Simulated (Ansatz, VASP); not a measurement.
# One calculation of Rb4I3Cl, two programs

The input INCAR:

```
SYSTEM = Rb4I3Cl
PREC = Accurate
ENCUT = 520
EDIFF = 1E-6
ISMEAR = -5
SIGMA = 0.1
LREAL = .FALSE.
LASPH = .TRUE.
NELM = 80
ALGO = Normal
ISIF = 2
LWAVE = .FALSE.
LCHARG = .FALSE.
METAGGA = R2SCAN
LMIXTAU = .TRUE.
LORBIT = 10
NEDOS = 2001
```

The input KPOINTS:

```
regular mesh
0
G
  4 4 4
  0 0 0
```

POSCAR

```
Rb4I3Cl
1.0
    7.3226940000      0.0000000000      0.0000000000
    0.0000000000      7.3226940000      0.0000000000
    0.0000000000      0.0000000000      7.3226940000
Rb I Cl
4 3 1
Direct
    0.0000000000      0.0000000000      0.0000000000
    0.5000000000      0.5000000000      0.0000000000
    0.5000000000      0.0000000000      0.5000000000
    0.0000000000      0.5000000000      0.5000000000
    0.0000000000      0.5000000000      0.0000000000
    0.0000000000      0.0000000000      0.5000000000
    0.5000000000      0.0000000000      0.0000000000
    0.5000000000      0.5000000000      0.5000000000
```

Input for Ansatz:

```yaml
crystal:
  lattice:
    - [7.322694, 0.0, 0.0]
    - [0.0, 7.322694, 0.0]
    - [0.0, 0.0, 7.322694]
  atoms:
    - { symbol: Rb, position: [0.0, 0.0, 0.0] }
    - { symbol: Rb, position: [0.5, 0.5, 0.0] }
    - { symbol: Rb, position: [0.5, 0.0, 0.5] }
    - { symbol: Rb, position: [0.0, 0.5, 0.5] }
    - { symbol: I, position: [0.0, 0.5, 0.0] }
    - { symbol: I, position: [0.0, 0.0, 0.5] }
    - { symbol: I, position: [0.5, 0.0, 0.0] }
    - { symbol: Cl, position: [0.5, 0.5, 0.5] }
  symmetry: { tolerance: 0.0003 }
kpoints:
  mp_grid: { grid: [4, 4, 4], shift: [0, 0, 0] }
  band_path:
    path:
      - [0.0, 0.0, 0.0]
      - [0.0, 0.5, 0.0]
      - [0.5, 0.5, 0.0]
      - [0.0, 0.0, 0.0]
      - [0.5, 0.5, 0.5]
      - [0.0, 0.5, 0.0]
      - [0.5, 0.5, 0.5]
      - [0.5, 0.5, 0.0]
    npoints: 8
magnetization:
  spin_polarized: false
scf:
  occupations: { method: fermi_dirac }
  lower_state_search: "off"
  max_iter: 200
hamiltonian:
  pseudopotentials: { kind: paw }
  xc: r2scan
basis:
  ecutwfc: 500
  fft_grid_basis: typed
output:
  forces: true
  stress: true
  eigenvalues: true
  bader: true
  populations: true
  elf: true
  write_potential: true
  volumetric_format: npy
  dos:
    e_range: [-12, 8]
    de: 0.05
    projected: { site_lists: { Cl: [Cl], I: [I], Rb: [Rb] } }
checkpoint:
  read: saved_state
```

The cell was built by a generator and needn't be a form met in nature.

Alike in both runs: task density of states; functional r2SCAN; k mesh 4 × 4 × 4; no spin polarisation.

|  | VASP | Ansatz |
| --- | --- | --- |
| version | VASP 6.6.1 | Ansatz 0.2.0 |
| potentials or method | VASP PAW PBE potentials, release 64 (Rb_sv, I, Cl) | PAW plane waves |
| plane-wave cutoff (eV) | 520 | 500 |
| occupations | tetrahedron | fermi-dirac |
| valence electrons in the cell | 64 | 94 |

Ansatz gave:

```
gap on the k mesh at the Fermi level (eV) : 4.53
pressure (GPa)                            : -0.3
```

**Question.** Which values does VASP return?

**Answer.** gap on the k mesh at the Fermi level (eV): 4.54; pressure (GPa): -0.3.

The two sets of potentials don't hold the same shells in valence.

Caveats: the PAW data sets were made with another functional, which shifts forces and pressure a little (VASP); spin-orbit coupling is left out, which moves the levels of the heavy elements. A k mesh can miss the band edges. r2SCAN opens gaps a little over a GGA but as a rule still falls short of measured ones.
